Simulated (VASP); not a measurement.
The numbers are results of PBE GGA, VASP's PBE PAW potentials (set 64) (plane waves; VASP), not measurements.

The input files of a VASP run:

INCAR:
```
SYSTEM  =  GaP
PREC  =  Accurate; ENCUT  =  520; LREAL  =  .FALSE.
LASPH  =  .TRUE.
EDIFF  =  1E-7; NELM  =  100; ALGO  =  Normal
LMAXMIX  =  4
ISMEAR  =  0; SIGMA  =  0.05
GGA  =  PE
ISIF  =  2
LWAVE  =  .FALSE.; LCHARG  =  .FALSE.
```

File KPOINTS:
```
K-points
0
G
  8 8 8
0 0 0
```

**POSCAR**
```
GaP
3.9318010
  0.0000000000   0.7071067376   0.7071067376
  0.7071067376   0.0000000000   0.7071067376
  0.7071067376   0.7071067376   0.0000000000
Ga P
1 1
Cartesian
  0.0000000000   0.0000000000   0.0000000000
  0.3535533688   0.3535533688   0.3535533688
```

POTCAR, in this order: Ga_d P (PBE.64 set). Program: vasp_std.

### Question
Predict the energy per atom (σ→0), pressure, band gap (on the k-mesh).

### Answer

| Item | Result |
|---|---|
| energy per atom (σ→0) | -4.559 eV/atom |
| band gap (on the k-mesh) | 1.34 eV |
| pressure | -2.11 GPa |

### OSZICAR
```
...
DAV:   8    -0.911662696851E+01   -0.24569E-03   -0.13542E-02   884   0.172E+00    0.134E-01
DAV:   9    -0.911701779380E+01   -0.39083E-03   -0.15750E-03   989   0.697E-01    0.942E-02
DAV:  10    -0.911708954641E+01   -0.71753E-04   -0.12901E-04  1027   0.117E-01    0.485E-02
DAV:  11    -0.911716905426E+01   -0.79508E-04   -0.12548E-04   829   0.118E-01    0.719E-03
DAV:  12    -0.911716809578E+01    0.95848E-06   -0.51616E-06  1004   0.361E-02    0.235E-03
DAV:  13    -0.911716848422E+01   -0.38844E-06   -0.14489E-06   874   0.119E-02    0.176E-03
DAV:  14    -0.911716847335E+01    0.10871E-07   -0.73204E-08   647   0.292E-03
   1 F= -.91171685E+01 E0= -.91171685E+01  d E =-.883881E-14
```

The compound is GaP in the zinc blende structure. This cell is one point of a volume scan, at 1.03 of the reference volume.
